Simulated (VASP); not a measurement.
# BN (P6_3/mmc) in VASP: notebook, part 2 of 2

VASP 6.6.1. The steps go on from the part before.

## (4) Band structure, PBE

Contents of INCAR:

```
PREC = Accurate
ENCUT = 450
EDIFF = 1E-6
ISMEAR = 0
SIGMA = 0.02
LREAL = False
LASPH = True
NELM = 120
ALGO = Normal
ISIF = 2
LWAVE = False
LCHARG = False
GGA = PE
KPAR = 4
```

Contents of KPOINTS:

```
Automatic mesh
0
Gamma
  16 16 6
```

Contents of POSCAR:

```
BN                                      
1.0
    2.5064034982      0.0000000000      0.0000000000
   -1.2532017491      2.1706091548      0.0000000000
    0.0000000000      0.0000000000      6.5555615641
  B               N             
     2     2
Direct
     0.3333333300000021    0.6666666699999979    0.2500000000000000
     0.6666666699999979    0.3333333300000021    0.7500000000000000
     0.3333333300000021    0.6666666699999979    0.7500000000000000
     0.6666666699999979    0.3333333300000021    0.2500000000000000
```

Contents of KPOINTS_OPT:

```
path GMKGALHA,LM,KH
10
line-mode
reciprocal
 0.0000000000  0.0000000000  0.0000000000  G
 0.5000000000  0.0000000000  0.0000000000  M

 0.5000000000  0.0000000000  0.0000000000  M
 0.3333333333  0.3333333333  0.0000000000  K

 0.3333333333  0.3333333333  0.0000000000  K
 0.0000000000  0.0000000000  0.0000000000  G

 0.0000000000  0.0000000000  0.0000000000  G
 0.0000000000  0.0000000000  0.5000000000  A

 0.0000000000  0.0000000000  0.5000000000  A
 0.5000000000  0.0000000000  0.5000000000  L

 0.5000000000  0.0000000000  0.5000000000  L
 0.3333333333  0.3333333333  0.5000000000  H

 0.3333333333  0.3333333333  0.5000000000  H
 0.0000000000  0.0000000000  0.5000000000  A

 0.5000000000  0.0000000000  0.5000000000  L
 0.5000000000  0.0000000000  0.0000000000  M

 0.3333333333  0.3333333333  0.0000000000  K
 0.3333333333  0.3333333333  0.5000000000  H
```

Potentials or basis: VASP PAW PBE potentials, release 64 (B, N).

Run with:

```
> cat potpaw_PBE.64/B/POTCAR potpaw_PBE.64/N/POTCAR > POTCAR
> mpirun -np 4 vasp_std > vasp.out
```

It took 11 s on 4 MPI ranks of Intel Xeon Platinum 8559C (Emerald Rapids), shared host; peak memory 0.17 GiB.

The run converged. Its results:

```
Free energy             : -35.1473 eV
Band gap on the k mesh  : 4.22 eV, indirect (least direct gap 4.65 eV)
Band gap along the path : 4.21 eV, indirect (least direct gap 4.63 eV)
```

Levels at the corners of the path, in eV from the valence-band top:
```tsv
point	band 6	band 7	band 8	band 9	band 10	band 11
Γ	-1.38	-1.34	-1.34	5.30	10.42	11.47
M	-4.11	-1.53	-0.44	4.21	5.65	9.47
M	-4.11	-1.53	-0.44	4.21	5.65	9.47
K	-7.19	-0.14	-0.14	4.83	4.83	10.69
K	-7.19	-0.14	-0.14	4.83	4.83	10.69
Γ	-1.38	-1.34	-1.34	5.30	10.42	11.47
Γ	-1.38	-1.34	-1.34	5.30	10.42	11.47
A	-1.36	-1.36	-1.36	7.73	7.73	11.54
A	-1.36	-1.36	-1.36	7.73	7.73	11.54
L	-4.15	-0.96	-0.96	4.68	4.68	9.85
L	-4.15	-0.96	-0.96	4.68	4.68	9.85
H	-7.19	-0.05	-0.05	4.59	4.59	11.96
H	-7.19	-0.05	-0.05	4.59	4.59	11.96
A	-1.36	-1.36	-1.36	7.73	7.73	11.54
L	-4.15	-0.96	-0.96	4.68	4.68	9.85
M	-4.11	-1.53	-0.44	4.21	5.65	9.47
K	-7.19	-0.14	-0.14	4.83	4.83	10.69
H	-7.19	-0.05	-0.05	4.59	4.59	11.96
```

## (5) Band structure, r2SCAN

INCAR: that of step 4 with these lines changed.

```diff
@@ -12,3 +12,4 @@
 LCHARG = False
-GGA = PE
+METAGGA = R2SCAN
+LMIXTAU = True
 KPAR = 4
```

KPOINTS is that of step 4.

POSCAR is that of step 4.

KPOINTS_OPT is that of step 4.

Run with:

```
> cat potpaw_PBE.64/B/POTCAR potpaw_PBE.64/N/POTCAR > POTCAR
> mpirun -np 4 vasp_std > vasp.out
```

It took 42 s on 4 MPI ranks of Intel Xeon Platinum 8559C (Emerald Rapids), shared host; peak memory 0.17 GiB.

The run converged. Its results:

- Free energy: -38.5761 eV
- Band gap on the k mesh: 4.82 eV, indirect (least direct gap 5.25 eV)
- Band gap along the path: 4.80 eV, indirect (least direct gap 5.25 eV)

Levels at the corners of the path, in eV from the valence-band top:
| point | band 5 | band 6 | band 7 | band 8 | band 9 | band 10 | band 11 | band 12 |
| --- | --- | --- | --- | --- | --- | --- | --- | --- |
| Γ | -1.40 | -1.40 | -1.36 | -1.36 | 5.68 | 11.21 | 12.22 | 12.28 |
| M | -4.34 | -4.26 | -1.53 | -0.44 | 4.80 | 6.34 | 10.15 | 10.57 |
| M | -4.34 | -4.26 | -1.53 | -0.44 | 4.80 | 6.34 | 10.15 | 10.57 |
| K | -7.51 | -7.51 | -0.14 | -0.14 | 5.55 | 5.55 | 11.13 | 14.02 |
| K | -7.51 | -7.51 | -0.14 | -0.14 | 5.55 | 5.55 | 11.13 | 14.02 |
| Γ | -1.40 | -1.40 | -1.36 | -1.36 | 5.68 | 11.21 | 12.22 | 12.23 |
| Γ | -1.40 | -1.40 | -1.36 | -1.36 | 5.68 | 11.21 | 12.22 | 12.23 |
| A | -1.38 | -1.38 | -1.38 | -1.38 | 8.25 | 8.25 | 12.29 | 12.29 |
| A | -1.38 | -1.38 | -1.38 | -1.38 | 8.25 | 8.25 | 12.29 | 12.29 |
| L | -4.30 | -4.30 | -0.96 | -0.96 | 5.29 | 5.29 | 10.56 | 10.56 |
| L | -4.30 | -4.30 | -0.96 | -0.96 | 5.29 | 5.29 | 10.56 | 10.56 |
| H | -7.52 | -7.52 | -0.05 | -0.05 | 5.29 | 5.29 | 12.46 | 12.46 |
| H | -7.52 | -7.52 | -0.05 | -0.05 | 5.29 | 5.29 | 12.46 | 12.46 |
| A | -1.38 | -1.38 | -1.38 | -1.38 | 8.25 | 8.25 | 12.29 | 12.29 |
| L | -4.30 | -4.30 | -0.96 | -0.96 | 5.29 | 5.29 | 10.56 | 10.56 |
| M | -4.34 | -4.26 | -1.53 | -0.44 | 4.80 | 6.34 | 10.15 | 10.57 |
| K | -7.51 | -7.51 | -0.14 | -0.14 | 5.55 | 5.55 | 11.13 | 14.02 |
| H | -7.52 | -7.52 | -0.05 | -0.05 | 5.29 | 5.29 | 12.46 | 12.46 |

Caveat: the PAW data sets were made with another functional, which shifts forces and pressure a little. r2SCAN opens gaps a little over a GGA but as a rule still falls short of measured ones.

## (6) Band structure, HSE06

POSCAR is that of step 5.

Contents of INCAR.step1:

```
PREC = Accurate
ENCUT = 450
EDIFF = 1E-5
ISMEAR = 0
SIGMA = 0.02
LREAL = False
LASPH = True
NELM = 120
ALGO = Normal
ISIF = 2
LWAVE = True
LCHARG = False
KPAR = 4
GGA = PE
```

Contents of INCAR.step2:

```
PREC = Accurate
ENCUT = 450
EDIFF = 1E-6
ISMEAR = 0
SIGMA = 0.02
LREAL = False
LASPH = True
NELM = 120
ALGO = Normal
ISIF = 2
LWAVE = False
LCHARG = False
GGA = PE
LHFCALC = True
HFSCREEN = 0.2
PRECFOCK = Fast
KPAR = 4
ISTART = 1
```

Contents of KPOINTS:

```
Automatic mesh
0
Gamma
  10 10 4
```

KPOINTS_OPT: that of step 5 with these lines changed.

```diff
@@ -1,3 +1,3 @@
 path GMKGALHA,LM,KH
-10
+8
 line-mode
```

Potentials or basis: VASP PAW PBE potentials, release 64 (B, N).

Run with:

```
> cat potpaw_PBE.64/B/POTCAR potpaw_PBE.64/N/POTCAR > POTCAR
> cp INCAR.step1 INCAR
> mpirun -np 4 vasp_std > vasp.out
> cp INCAR.step2 INCAR
> mpirun -np 4 vasp_std > vasp.out
```

Wall time 11 min (4 MPI ranks of Intel Xeon Platinum 8559C (Emerald Rapids), shared host); peak memory 0.31 GiB.

The run converged. Its results:

| Item | Value |
| --- | --- |
| Free energy | -40.8363 eV |
| Band gap on the k mesh | 5.53 eV, indirect (least direct gap 6.03 eV) |
| Band gap along the path | 5.55 eV, indirect (least direct gap 6.03 eV) |

Levels at the corners of the path, in eV from the valence-band top:
| point | band 4 | band 5 | band 6 | band 7 | band 8 | band 9 | band 10 | band 11 | band 12 |
| --- | --- | --- | --- | --- | --- | --- | --- | --- | --- |
| Γ | -4.42 | -1.60 | -1.60 | -1.56 | -1.56 | 6.52 | 12.22 | 13.33 | 13.39 |
| M | -9.76 | -4.65 | -4.57 | -1.62 | -0.47 | 5.55 | 7.14 | 11.04 | 11.46 |
| M | -9.76 | -4.65 | -4.57 | -1.62 | -0.47 | 5.55 | 7.14 | 11.04 | 11.46 |
| K | -8.56 | -7.98 | -7.98 | -0.12 | -0.12 | 6.30 | 6.30 | 11.96 | 14.90 |
| K | -8.56 | -7.98 | -7.98 | -0.12 | -0.12 | 6.30 | 6.30 | 11.96 | 14.90 |
| Γ | -4.42 | -1.60 | -1.60 | -1.56 | -1.56 | 6.52 | 12.22 | 13.27 | 13.36 |
| Γ | -4.42 | -1.60 | -1.60 | -1.56 | -1.56 | 6.52 | 12.22 | 13.31 | 13.41 |
| A | -5.78 | -1.58 | -1.58 | -1.58 | -1.58 | 9.15 | 9.15 | 13.34 | 13.34 |
| A | -5.78 | -1.58 | -1.58 | -1.58 | -1.58 | 9.15 | 9.15 | 13.34 | 13.34 |
| L | -9.81 | -4.61 | -4.61 | -1.02 | -1.02 | 6.06 | 6.06 | 11.47 | 11.47 |
| L | -9.81 | -4.61 | -4.61 | -1.02 | -1.02 | 6.06 | 6.06 | 11.47 | 11.47 |
| H | -8.65 | -7.99 | -7.99 | -0.03 | -0.03 | 6.03 | 6.03 | 13.29 | 13.29 |
| H | -8.65 | -7.99 | -7.99 | -0.03 | -0.03 | 6.03 | 6.03 | 13.29 | 13.29 |
| A | -5.78 | -1.58 | -1.58 | -1.58 | -1.58 | 9.15 | 9.15 | 13.34 | 13.34 |
| L | -9.81 | -4.61 | -4.61 | -1.02 | -1.02 | 6.06 | 6.06 | 11.47 | 11.47 |
| M | -9.76 | -4.65 | -4.57 | -1.62 | -0.47 | 5.55 | 7.14 | 11.04 | 11.46 |
| K | -8.56 | -7.98 | -7.98 | -0.12 | -0.12 | 6.30 | 6.30 | 11.96 | 14.90 |
| H | -8.65 | -7.99 | -7.99 | -0.03 | -0.03 | 6.03 | 6.03 | 13.29 | 13.29 |

## (7) The runs side by side

| task | level | potentials or basis | k mesh | grid for exact exchange (PRECFOCK) | screening parameter | gap on the mesh (eV) |
| --- | --- | --- | --- | --- | --- | --- |
| dielectric tensor | PBE | VASP PAW PBE potentials, release 64 (B, N) | 15 × 15 × 5 | - | - | 4.26 |
| band structure | LDA | VASP PAW LDA potentials, release 64 (B, N) | 16 × 16 × 6 | - | - | 4.02 |
| band structure | PBE | VASP PAW PBE potentials, release 64 (B, N) | 16 × 16 × 6 | - | - | 4.22 |
| band structure | r2SCAN | VASP PAW PBE potentials, release 64 (B, N) | 16 × 16 × 6 | - | - | 4.82 |
| band structure | HSE06 | VASP PAW PBE potentials, release 64 (B, N) | 10 × 10 × 4 | Fast | 0.2 1/A | 5.53 |

Alike in all rows: no spin polarisation; cell as given; cutoff (eV) 450; smearing gaussian 0.02 eV.

Caveats: an odd mesh through Γ misses points on the zone boundary, where band edges often lie (some runs).

Absolute energies hang on the potentials; compare differences alone.
